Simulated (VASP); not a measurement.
Computed with PBEsol GGA, VASP's PBE PAW potentials (set 64) (plane waves; VASP).

A VASP calculation is set up with these files.

INCAR:
```
# general
SYSTEM  = Be3CdSe4
PREC    = Accurate
ENCUT   = 400
LREAL   = .FALSE.
LASPH   = .TRUE.   # aspherical one-centre terms

# electronic loop
EDIFF   = 1E-7   # SCF stop (eV)
NELM    = 100
ALGO    = Normal
LMAXMIX = 4   # l cut-off of mixed one-centre charges

# smearing
ISMEAR  = -5

# functional
GGA     = PS   # PBEsol

# ions
ISIF    = 2

# output
LWAVE   = .FALSE.
LCHARG  = .TRUE.
LORBIT  = 11   # lm-projected
NEDOS   = 601   # DOS grid

# other
LEFG    = .TRUE.
```

POSCAR:
```
Be3CdSe4
1
    5.3841637292     0.0000000000     0.0000000000
    0.0000000000     5.3841637292     0.0000000000
    0.0000000000     0.0000000000     5.3841637292
Cd Se Be
1 4 3
Direct
  0.0000000000   0.0000000000   0.0000000000
  0.2723861565   0.2723861565   0.2723861565
  0.7276138435   0.7276138435   0.2723861565
  0.7276138435   0.2723861565   0.7276138435
  0.2723861565   0.7276138435   0.7276138435
  0.5000000000   0.5000000000   0.0000000000
  0.5000000000   0.0000000000   0.5000000000
  0.0000000000   0.5000000000   0.5000000000
```

File KPOINTS:
```
Automatic mesh
0
Gamma
5 5 5
0 0 0
```

POTCAR, in this order: Cd Se Be (PBE.64 set). Program: vasp_std.

What VASP printed:

File OSZICAR:
```
       N       E                     dE             d eps       ncg     rms          rms(c)
DAV:   1     0.200126045366E+03    0.20013E+03   -0.16235E+04   528   0.114E+03
DAV:   2    -0.193073553784E+02   -0.21943E+03   -0.21506E+03   614   0.258E+02
DAV:   3    -0.345736631736E+02   -0.15266E+02   -0.15222E+02   664   0.725E+01
DAV:   4    -0.347514794383E+02   -0.17782E+00   -0.17764E+00   656   0.804E+00
DAV:   5    -0.347532288376E+02   -0.17494E-02   -0.17487E-02   662   0.811E-01    0.926E+00
DAV:   6    -0.339939153964E+02    0.75931E+00   -0.14318E+00   618   0.149E+01    0.709E+00
DAV:   7    -0.338846575803E+02    0.10926E+00   -0.10252E+00   640   0.566E+00    0.276E+00
DAV:   8    -0.338791380449E+02    0.55195E-02   -0.17342E-01   562   0.456E+00    0.768E-01
DAV:   9    -0.338778021912E+02    0.13359E-02   -0.24290E-02   664   0.198E+00    0.177E-01
DAV:  10    -0.338777233567E+02    0.78834E-04   -0.18966E-03   606   0.392E-01    0.657E-02
DAV:  11    -0.338777558480E+02   -0.32491E-04   -0.71462E-04   632   0.238E-01    0.393E-02
DAV:  12    -0.338777617769E+02   -0.59289E-05   -0.10006E-04   602   0.892E-02    0.139E-02
DAV:  13    -0.338777621467E+02   -0.36975E-06   -0.17695E-05   596   0.397E-02    0.772E-03
DAV:  14    -0.338777625197E+02   -0.37307E-06   -0.29615E-06   610   0.125E-02    0.415E-03
DAV:  15    -0.338777624419E+02    0.77779E-07   -0.20337E-07   428   0.314E-03
   1 F= -.33877762E+02 E0= -.33877762E+02  d E =0.000000E+00
```

### OUTCAR
```
------------------------ aborting loop because EDIFF is reached ----------------------------------------
  FORCE on cell =-STRESS in cart. coord.  units (eV):
  Direction    XX          YY          ZZ          XY          YZ          ZX
  --------------------------------------------------------------------------------------
  Total        0.0096045      0.0096045      0.0096045      0.0000000      0.0000000     -0.0000000
  in kB        0.0985895      0.0985895      0.0985895      0.0000000      0.0000000     -0.0000000
  external PRESSURE =       0.0985895 kB  Pullay stress =       0.0000000 kB
  volume of cell :      156.08
      direct lattice vectors                 reciprocal lattice vectors
     5.384163729  0.000000000  0.000000000     0.185729865  0.000000000  0.000000000
     0.000000000  5.384163729  0.000000000     0.000000000  0.185729865  0.000000000
     0.000000000  0.000000000  5.384163729     0.000000000  0.000000000  0.185729865
 POSITION                                       TOTAL-FORCE (eV/Angst)
 -----------------------------------------------------------------------------------
      0.00000      0.00000      0.00000        -0.000000     -0.000000      0.000000
      1.46657      1.46657      1.46657         0.010156      0.010156      0.010156
      3.91759      3.91759      1.46657        -0.010156     -0.010156      0.010156
      3.91759      1.46657      3.91759        -0.010156      0.010156     -0.010156
      1.46657      3.91759      3.91759         0.010156     -0.010156     -0.010156
      2.69208      2.69208      0.00000        -0.000000     -0.000000      0.000000
      2.69208      0.00000      2.69208        -0.000000     -0.000000      0.000000
      0.00000      2.69208      2.69208        -0.000000     -0.000000      0.000000
 -----------------------------------------------------------------------------------
    total drift:                               -0.000000     -0.000000     -0.000000
  FREE ENERGIE OF THE ION-ELECTRON SYSTEM (eV)
  ---------------------------------------------------
  free  energy   TOTEN  =       -33.8777624419 eV

  energy  without entropy=      -33.8777624419  energy(sigma->0) =      -33.87776244

 total charge

# of ion       s       p       d       tot
------------------------------------------
    1        0.480   0.406   9.540  10.427
    2        1.431   2.471   0.030   3.932
    3        1.431   2.471   0.030   3.932
    4        1.431   2.471   0.030   3.932
    5        1.431   2.471   0.030   3.932
    6        0.360   0.549   0.000   0.909
    7        0.360   0.549   0.000   0.909
    8        0.360   0.549   0.000   0.909
--------------------------------------------------
tot          7.285  11.938   9.659  28.882

 Electric field gradients after diagonalization (V/A^2)
 (convention: |V_zz| > |V_xx| > |V_yy|)
----------------------------------------------------------------------
 ion       V_xx      V_yy      V_zz     asymmetry (V_yy - V_xx)/ V_zz
----------------------------------------------------------------------
   1      -0.000    -0.000     0.000       0.209
   2      20.831    20.831   -41.662       0.000
   3      20.831    20.831   -41.662       0.000
   4      20.831    20.831   -41.662       0.000
   5      20.831    20.831   -41.662       0.000
   6       0.993     0.993    -1.986       0.000
   7       0.993     0.993    -1.986       0.000
   8       0.993     0.993    -1.986       0.000
```
(Selected blocks of OUTCAR.)

The structure was generated: Be3CdSe4 was put into an ordered model structure (P-43m), which need not be its known phase. It was relaxed first.
